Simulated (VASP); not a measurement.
**MgB2: relaxation of cell and atoms with r2SCAN**

Crystal: MgB2.

```
Mg B
1.0
     3.06493    0.00000    0.00000
    -1.53247    2.65431    0.00000
     0.00000    0.00000    3.51089
Mg B
1 2
Direct
  0.00000 0.00000 0.00000
  0.33333 0.66667 0.50000
  0.66667 0.33333 0.50000
```

```
Program                : VASP 6.6.1
Task                   : relaxation of cell and atoms
Functional             : r2SCAN
Potentials or basis    : VASP PAW PBE potentials, release 64 (Mg, B)
Cutoff                 : 600 eV
k mesh                 : 15 × 15 × 10
Occupations            : methfessel-paxton, width 0.1 eV
Spin                   : no spin polarisation
Further INCAR settings : ALGO = Normal; EDIFF = 1e-07; IBRION = 2; EDIFFG = -0.005; NSW = 90; ISIF = 3
```

- Pressure after relaxing: 0.0 GPa
- Band gap on the k mesh: none (metal or under the smearing width)

Final structure:
```
Mg B
1.0
     3.06493    0.00000    0.00000
    -1.53247    2.65431    0.00000
     0.00000    0.00000    3.51089
Mg B
1 2
Direct
  0.00000 0.00000 0.00000
  0.33333 0.66667 0.50000
  0.66667 0.33333 0.50000
```

Levels at points of the mesh, in eV from the Fermi level:
| k point | band 1 | band 2 | band 3 | band 4 | band 5 | band 6 | band 7 | band 8 |
| --- | --- | --- | --- | --- | --- | --- | --- | --- |
| (0.00, 0.00, 0.00) | -13.32 | -3.19 | 0.42 | 0.42 | 1.98 | 6.73 | 6.73 | 8.72 |
| (0.00, 0.00, 0.50) | -12.03 | -7.82 | 0.82 | 0.82 | 7.04 | 7.04 | 8.73 | 10.67 |

Run time: 100 s on 1 thread of Intel(R) Xeon(R) Platinum 8488C (Sapphire Rapids) (shared host), peak memory 0.19 GiB.

Caveat: the relaxation stopped at its first step, so nothing moved; the PAW data sets were made with another functional, which shifts forces and pressure a little.
